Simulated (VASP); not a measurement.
Level of theory: PBE GGA, VASP's PBE PAW potentials (set 64) (plane waves; VASP).

Input for VASP

File POSCAR:
```
GaP
1
    0.0000000000     2.7258100000     2.7258100000
    2.7258100000     0.0000000000     2.7258100000
    2.7258100000     2.7258100000     0.0000000000
Ga P
1 1
Direct
  0.0000000000   0.0000000000   0.0000000000
  0.2500000000   0.2500000000   0.2500000000
```

INCAR:
```
SYSTEM  =  GaP
PREC  =  Accurate; ENCUT  =  300; LREAL  =  F
LASPH  =  T
EDIFF  =  1E-8; NELM  =  100; ALGO  =  Normal
LMAXMIX  =  4
ISMEAR  =  0; SIGMA  =  0.01
GGA  =  PE
ISIF  =  2
LWAVE  =  F; LCHARG  =  F
LEPSILON  =  T
```

KPOINTS:
```
Automatic mesh
0
Gamma
15 15 15
0 0 0
```

POTCAR, in this order: Ga_d P (PBE.64 set). Program: vasp_std.

Output of the run:

OUTCAR:
```


 HEAD OF MICROSCOPIC STATIC DIELECTRIC TENSOR (INDEPENDENT PARTICLE, excluding Hartree and local field effects)
 ------------------------------------------------------
          10.917389     0.000000    -0.000000
          -0.000000    10.917389     0.000000
          -0.000000     0.000000    10.917389
 ------------------------------------------------------

 MACROSCOPIC STATIC DIELECTRIC TENSOR (including local field effects in DFT)
 ------------------------------------------------------
          10.382686    -0.000000    -0.000000
           0.000000    10.382686     0.000000
           0.000000     0.000000    10.382686
 ------------------------------------------------------

 PIEZOELECTRIC TENSOR (including local field effects)  for field in x, y, z        (e  Angst)
          XX          YY          ZZ          XY          YZ          ZX
  --------------------------------------------------------------------------------
  x     0.00000    -0.00000     0.00000     0.00000    -2.00487     0.00000
  y     0.00000     0.00000    -0.00000     0.00000     0.00000    -2.00487
  z    -0.00000     0.00000     0.00000    -2.00487     0.00000     0.00000

 PIEZOELECTRIC TENSOR (including local field effects)  for field in x, y, z        (C/m^2)
          XX          YY          ZZ          XY          YZ          ZX
  --------------------------------------------------------------------------------
  x     0.00000    -0.00000     0.00000     0.00000    -0.79301     0.00000
  y     0.00000     0.00000    -0.00000     0.00000     0.00000    -0.79301
  z    -0.00000     0.00000     0.00000    -0.79301     0.00000     0.00000

 BORN EFFECTIVE CHARGES (including local field effects) (in |e|, cummulative output)
 ---------------------------------------------------------------------------------
 ion    1
    1     2.16761     0.00000     0.00000
    2     0.00000     2.16761    -0.00000
    3     0.00000     0.00000     2.16761
 ion    2
    1    -2.16761     0.00000    -0.00000
    2    -0.00000    -2.16761     0.00000
    3    -0.00000    -0.00000    -2.16761
```
(Selected blocks of OUTCAR.)

OUTCAR:
```
 val. band max:        4.6444533269   @ k =   0.0000   0.0000   0.0000

 cond. band min:       6.2527584384   @ k =   0.4000   0.4000   0.0000


 Fermi energy:         4.7381782375

 k-point     1 :       0.0000    0.0000    0.0000
  band No.  band energies     occupation
      1      -9.8894      2.00000
      2      -9.8894      2.00000
      3      -9.8894      2.00000
      4      -9.7898      2.00000
      5      -9.7898      2.00000
      6      -7.8430      2.00000
      7       4.6445      2.00000
      8       4.6445      2.00000
      9       4.6445      2.00000
     10       6.4653      0.00000
     11       8.5364      0.00000
     12       8.5364      0.00000
     13       8.5364      0.00000

 k-point     2 :       0.0667    0.0000    0.0000
  band No.  band energies     occupation
      1      -9.8935      2.00000
      2      -9.8879      2.00000
      3      -9.8879      2.00000
      4      -9.7898      2.00000
      5      -9.7898      2.00000
      6      -7.7848      2.00000
      7       4.0123      2.00000
      8       4.5727      2.00000
      9       4.5727      2.00000
     10       6.8489      0.00000
     11       8.6494      0.00000
     12       8.6495      0.00000
     13       8.6495      0.00000

 k-point     3 :       0.1333    0.0000    0.0000
  band No.  band energies     occupation
      1      -9.9050      2.00000
      2      -9.8841      2.00000
      3      -9.8841      2.00000
      4      -9.7898      2.00000
      5      -9.7898      2.00000
      6      -7.6131      2.00000
      7       2.8663      2.00000
      8       4.3886      2.00000
      9       4.3886      2.00000
     10       7.0960      0.00000
     11       8.9272      0.00000
     12       8.9272      0.00000
     13       9.2178      0.00000

 k-point     4 :       0.2000    0.0000    0.0000
  band No.  band energies     occupation
      1      -9.9208      2.00000
      2      -9.8788      2.00000
      3      -9.8788      2.00000
...
```

The structure comes from a computed database's GaP entry; how it stands against other phases isn't given here. The cell was not relaxed at this level. The run is one of a series of settings (EDIFF = 1E-8, LEPSILON = .TRUE., KPOINTS 15×15×15 Γ-centred mesh against the base run), some of them coarse on purpose.
